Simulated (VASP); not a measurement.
# Rh3C (Pm-3m) in VASP: single point with r2SCAN

Aim: the single point of Rh3C with r2SCAN.

All numbers are computed with VASP 6.6.1; they aren't measurements. Logs are shortened: lines on timing, memory, paths and dates and some standing lists are left out, and cuts for length are marked.

## (1) The crystal as given

It takes space group Pm-3m (No. 221, cubic). Conventional cell: a = 3.595 Å, b = 3.595 Å, c = 3.595 Å, α = 90.00°, β = 90.00°, γ = 90.00°. Around Rh (site symmetry 4/mmm) lie 8 Rh at 2.54 Å and 4 C at 2.54 Å. Around C (site symmetry m-3m) lie 12 Rh at 2.54 Å.

The cell was built by a generator and needn't be a form met in nature.

## (2) Single point, r2SCAN

POSCAR

```
Rh3C
1.0
    3.5949168400      0.0000000000      0.0000000000
    0.0000000000      3.5949168400      0.0000000000
    0.0000000000      0.0000000000      3.5949168400
Rh C
3 1
Direct
    0.0000000000      0.5000000000      0.5000000000
    0.5000000000      0.0000000000      0.5000000000
    0.5000000000      0.5000000000      0.0000000000
    0.0000000000      0.0000000000      0.0000000000
```

INCAR.step1

```
SYSTEM = Rh3C
  ALGO = Normal
  EDIFF = 1E-4
  ENCUT = 520
  GGA = PE
  ISMEAR = -5
  LASPH = .TRUE.
  LCHARG = .FALSE.
  LMAXMIX = 4
  LREAL = .FALSE.
  LWAVE = .TRUE.
  NBANDS = 32
  NELM = 100
  PREC = Accurate
  SIGMA = 0.1665
```

INCAR.step2

```
SYSTEM = Rh3C
  ALGO = Normal
  EDIFF = 1E-6
  ENCUT = 520
  ISIF = 2
  ISMEAR = 0
  ISTART = 1
  LASPH = .TRUE.
  LCHARG = .FALSE.
  LMAXMIX = 4
  LMIXTAU = .TRUE.
  LORBIT = 11
  LREAL = .FALSE.
  LWAVE = .FALSE.
  METAGGA = R2SCAN
  NBANDS = 32
  NELM = 100
  PREC = Accurate
  SIGMA = 0.1665
```

KPOINTS

```
k-points
0
G
  9 9 9
  0 0 0
```

Potentials or basis: VASP PAW PBE potentials, release 64 (Rh_pv, C).

Command:

```sh
$ cat potpaw_PBE.64/Rh_pv/POTCAR potpaw_PBE.64/C/POTCAR > POTCAR
$ cp INCAR.step1 INCAR
$ mpirun -np 1 vasp_std > vasp.out
$ cp INCAR.step2 INCAR
$ mpirun -np 1 vasp_std > vasp.out
```

OUTCAR:

```text
SYSTEM = Rh3C
   EDIFF = 1E-6
   ENCUT = 520
   ISIF = 2
   ISMEAR = 0
   ISTART = 1
   LASPH = .TRUE.
   LORBIT = 11
   LREAL = .FALSE.
   METAGGA = R2SCAN
   NELM = 100
   PREC = Accurate

 ion  position               nearest neighbor table
   1  0.000  0.500  0.500-   2 2.54   3 2.54   4 2.54   3 2.54   4 2.54   2 2.54   4 2.54   4 2.54
                             2 2.54   3 2.54   3 2.54   2 2.54
   2  0.500  0.000  0.500-   1 2.54   3 2.54   4 2.54   3 2.54   4 2.54   1 2.54   3 2.54   3 2.54
                             1 2.54   4 2.54   4 2.54   1 2.54
   3  0.500  0.500  0.000-   1 2.54   2 2.54   4 2.54   1 2.54   2 2.54   2 2.54   4 2.54   2 2.54
                             1 2.54   4 2.54   1 2.54   4 2.54
   4  0.000  0.000  0.000-   1 2.54   2 2.54   3 2.54   1 2.54   2 2.54   1 2.54   3 2.54   1 2.54
                             2 2.54   3 2.54   2 2.54   3 2.54

  LATTYP: Found a simple cubic cell.
 ALAT       =     3.5949168400

  Lattice vectors:

 A1 = (   3.5949168400,   0.0000000000,   0.0000000000)
 A2 = (   0.0000000000,   3.5949168400,   0.0000000000)
 A3 = (   0.0000000000,   0.0000000000,   3.5949168400)

Analysis of symmetry for initial positions (statically):
=====================================================================
 Subroutine PRICEL returns:
 Original cell was already a primitive cell.

 Routine SETGRP: Setting up the symmetry group for a
 simple cubic supercell.

 Subroutine GETGRP returns: Found 48 space group operations
 (whereof 48 operations were pure point group operations)
 out of a pool of 48 trial point group operations.

The static configuration has the point symmetry O_h .

Analysis of symmetry for dynamics (positions and initial velocities):
=====================================================================
 Subroutine PRICEL returns:
 Original cell was already a primitive cell.

 Routine SETGRP: Setting up the symmetry group for a
 simple cubic supercell.

 Subroutine GETGRP returns: Found 48 space group operations
 (whereof 48 operations were pure point group operations)
 out of a pool of 48 trial point group operations.

The dynamic configuration has the point symmetry O_h .

 Subroutine INISYM returns: Found 48 space group operations
 (whereof 48 operations are pure point group operations),
 and found     1 'primitive' translations

----------------------------------------------------------------------------------------

                                     Primitive cell

  volume of cell :      46.4586

  direct lattice vectors                    reciprocal lattice vectors
     3.594916840  0.000000000  0.000000000     0.278170552  0.000000000  0.000000000
     0.000000000  3.594916840  0.000000000     0.000000000  0.278170552  0.000000000
     0.000000000  0.000000000  3.594916840     0.000000000  0.000000000  0.278170552

  length of vectors
     3.594916840  3.594916840  3.594916840     0.278170552  0.278170552  0.278170552

  position of ions in fractional coordinates (direct lattice)
     0.000000000  0.500000000  0.500000000
     0.500000000  0.000000000  0.500000000
     0.500000000  0.500000000  0.000000000
     0.000000000  0.000000000  0.000000000

  ion indices of the primitive-cell ions
   primitive index   ion index
                 1           1
                 2           2
                 3           3
                 4           4

----------------------------------------------------------------------------------------

 KPOINTS: k-points

Automatic generation of k-mesh.
 Grid dimensions read from file:
 generate k-points for:    9    9    9

 Generating k-lattice:

  Cartesian coordinates                     Fractional coordinates (reciprocal lattice)
     0.030907839  0.000000000  0.000000000     0.111111111  0.000000000  0.000000000
     0.000000000  0.030907839  0.000000000     0.000000000  0.111111111  0.000000000
     0.000000000  0.000000000  0.030907839     0.000000000  0.000000000  0.111111111

  Length of vectors
     0.030907839  0.030907839  0.030907839

  Shift w.r.t. Gamma in fractional coordinates (k-lattice)
     0.000000000  0.000000000  0.000000000

 Subroutine IBZKPT returns following result:
 ===========================================

 Found     35 irreducible k-points:

 Following reciprocal coordinates:
            Coordinates               Weight
  0.000000  0.000000  0.000000      1.000000
  0.111111  0.000000  0.000000      6.000000
  0.222222  0.000000  0.000000      6.000000
  0.333333  0.000000  0.000000      6.000000
  0.444444  0.000000  0.000000      6.000000
  0.111111  0.111111  0.000000     12.000000
[... 16 lines left out ...]
  0.333333  0.333333  0.111111     24.000000
  0.444444  0.333333  0.111111     48.000000
 [... further k-points ...]
   k-points           NKPTS =     35   k-points in BZ     NKDIM =     35   number of bands    NBANDS=     32
   number of dos      NEDOS =    301   number of ions     NIONS =      4
   total plane-waves  NPLWV =  21952
   dimension x,y,z NGX =    28 NGY =   28 NGZ =   28
   dimension x,y,z NGXF=    56 NGYF=   56 NGZF=   56
   ions per type =               3   1
   NGX,Y,Z   is equivalent  to a cutoff of  12.95, 12.95, 12.95 a.u.
   NGXF,Y,Z  is equivalent  to a cutoff of  25.90, 25.90, 25.90 a.u.
 SYSTEM =  Rh3C
   PREC   = accura    normal or accurate (medium, high low for compatibility)
   ISTART =      1    job   : 0-new  1-cont  2-samecut
   ICHARG =      0    charge: 1-file 2-atom 10-const
   ISPIN  =      1    spin polarized calculation?
   LNONCOLLINEAR =      F non collinear calculations
   LSORBIT =      F    spin-orbit coupling
   LASPH  =      T    aspherical Exc in radial PAW
   ENCUT  =  520.0 eV  38.22 Ry    6.18 a.u.   6.68  6.68  6.68*2*pi/ulx,y,z
   NELM   =    100;   NELMIN=  2; NELMDL=  0     # of ELM steps
   EDIFF  = 0.1E-05   stopping-criterion for ELM
   LREAL  =      F    real-space projection
   EDIFFG = 0.1E-04   stopping-criterion for IOM
   NSW    =      0    number of steps for IOM
   IBRION =     -1    ionic relax: 0-MD 1-quasi-New 2-CG
   NFREE  =      0    steps in history (QN), initial steepest desc. (CG)
   ISIF   =      2    stress and relaxation
   ISYM   =      2    0-nonsym 1-usesym 2-fastsym
   POTIM  = 0.5000    time-step for ionic-motion
   TEBEG  =    0.0;   TEEND  =   0.0 temperature during run
   PSTRESS=    0.0 pullay stress
   NELECT =      49.0000    total number of electrons
   NUPDOWN=      -1.0000    fix difference up-down
   EMIN   =  10.00;   EMAX   =-10.00  energy-range for DOS
   EFERMI =   0.00;   METHOD = LEGACY
   ISMEAR =     0;   SIGMA  =   0.17  broadening in eV -4-tet -1-fermi 0-gaus
   EFERMI_NEDOS =   21; number of points for ismear=-14 and -15
   IALGO  =     38    algorithm
   IMIX   =      4    mixing-type and parameters
     AMIX     =   0.40;   BMIX     =  1.00
     AMIX_MAG =   1.60;   BMIX_MAG =  1.00
  volume/ion in A,a.u.               =      11.61        78.38
  Fermi-wavevector in a.u.,A,eV,Ry     =   1.666421  3.149079 37.782811  2.776958
  Thomas-Fermi vector in A             =   2.752620
   LORBIT       =     11    0 simple, 1 ext, 2 COOP (PROOUT), +10 PAW based schemes
   METAGGA = R2SCAN    functional components
   LHFCALC =     F    Hartree Fock is set to
   AEXX    =    0.0000 exact exchange contribution
   IVDW    =     0    specifies the selected vdW correction
   LEPSILON=     F    determine dielectric tensor
   LRPA    =     F    only Hartree local field effects (RPA)
 non-spin polarized calculation
 Gauss-broadening in eV      SIGMA  =   0.17
  energy-cutoff  :      520.00
  volume of cell :       46.46
 maximum number of plane-waves:      1267
 NGX is ok and might be reduce to    28

 number of electron      49.0000037 magnetization

 Free energy of the ion-electron system (eV)
  ---------------------------------------------------
  ext. energy  EPLUGINS =         0.00000000
  ---------------------------------------------------
  free energy    TOTEN  =       -77.48781206 eV

  energy without entropy =      -77.44593107  energy(sigma->0) =      -77.46687156

 E-fermi :  11.8504     XC(G=0): -15.1504

 val. band max:       11.8325752399   @ k =   0.2222   0.1111   0.0000
 cond. band min:      11.8845809609   @ k =   0.1111   0.1111   0.0000
 fundamental gap:      0.0520057210
 Fermi energy:        11.8503905685

 k-point     1 :       0.0000    0.0000    0.0000
  band No.  band energies     occupation
      1     -36.6574      2.00000
      2     -36.6574      2.00000
      3     -36.6574      2.00000
      4     -35.9987      2.00000
      5     -35.9987      2.00000
      6     -35.9987      2.00000
[... 24 lines left out ...]
     31      21.0435      0.00000
     32      21.0435      0.00000

 k-point     2 :       0.1111    0.0000    0.0000
  band No.  band energies     occupation
      1     -36.6424      2.00000
      2     -36.6424      2.00000
      3     -36.6329      2.00000
      4     -36.0038      2.00000
      5     -36.0038      2.00000
      6     -36.0006      2.00000
[... 24 lines left out ...]
     31      21.3376      0.00000
     32      21.3376      0.00000
[... 733 lines left out ...]
     31      20.7720      0.00000
     32      22.5192      0.00000

 k-point    24 :       0.4444    0.3333    0.1111
  band No.  band energies     occupation
      1     -36.7141      2.00000
      2     -36.4295      2.00000
      3     -36.2882      2.00000
      4     -36.2276      2.00000
      5     -36.1658      2.00000
      6     -35.9813      2.00000
[... 24 lines left out ...]
     31      21.0210      0.00000
     32      22.0201      0.00000

 [... further k-points ...]

------------------------ aborting loop because EDIFF is reached ----------------------------------------

  FORCE on cell =-STRESS in cart. coord.  units (eV):
  Direction    XX          YY          ZZ          XY          YZ          ZX
  --------------------------------------------------------------------------------------
  -------------------------------------------------------------------------------------
  Total        5.6980412      5.6980412      5.6980412      0.0000000     -0.0000000      0.0000000
  in kB      196.5031962    196.5031962    196.5031962      0.0000000     -0.0000000      0.0000000
  external PRESSURE =     196.5031962 kB  Pullay stress =       0.0000000 kB

 VOLUME and BASIS-vectors are now :
 -----------------------------------------------------------------------------
  energy-cutoff  :      520.00
  volume of cell :       46.46
      direct lattice vectors                 reciprocal lattice vectors
     3.594916840  0.000000000  0.000000000     0.278170552  0.000000000  0.000000000
     0.000000000  3.594916840  0.000000000     0.000000000  0.278170552  0.000000000
     0.000000000  0.000000000  3.594916840     0.000000000  0.000000000  0.278170552

 POSITION                                       TOTAL-FORCE (eV/Angst)
 -----------------------------------------------------------------------------------
      0.00000      1.79746      1.79746         0.000000      0.000000      0.000000
      1.79746      0.00000      1.79746         0.000000      0.000000      0.000000
      1.79746      1.79746      0.00000         0.000000      0.000000      0.000000
      0.00000      0.00000      0.00000         0.000000      0.000000      0.000000
 -----------------------------------------------------------------------------------
    total drift:                                0.000000      0.000000      0.000000

  FREE ENERGIE OF THE ION-ELECTRON SYSTEM (eV)
  ---------------------------------------------------
  free  energy   TOTEN  =       -77.4878120576 eV

  energy  without entropy=      -77.4459310675  energy(sigma->0) =      -77.46687156

 total charge

# of ion       s       p       d       tot
------------------------------------------
    1        0.400   6.300   7.298  13.998
    2        0.400   6.300   7.298  13.998
    3        0.400   6.300   7.298  13.998
    4        0.960   1.101   0.000   2.061
--------------------------------------------------
tot          2.159  20.002  21.895  44.056
```

Wall time 2.5 min (1 thread of Intel Xeon Platinum 8559C (Emerald Rapids), shared host); peak memory 0.18 GiB.

Results:

```yaml
Free_energy: -77.4878 eV
Pressure: 19.7 GPa
Band_gap_on_the_k_mesh: none (metal or under the smearing width)
Valence_electrons_inside_the_program's_atomic_spheres: Rh 14.00; C 2.06
```

Caveat: so large a pressure means that the cell lies far from this level's equilibrium, or that cutoff or potentials fall short; the potentials were made for another functional, which shifts forces and pressure.
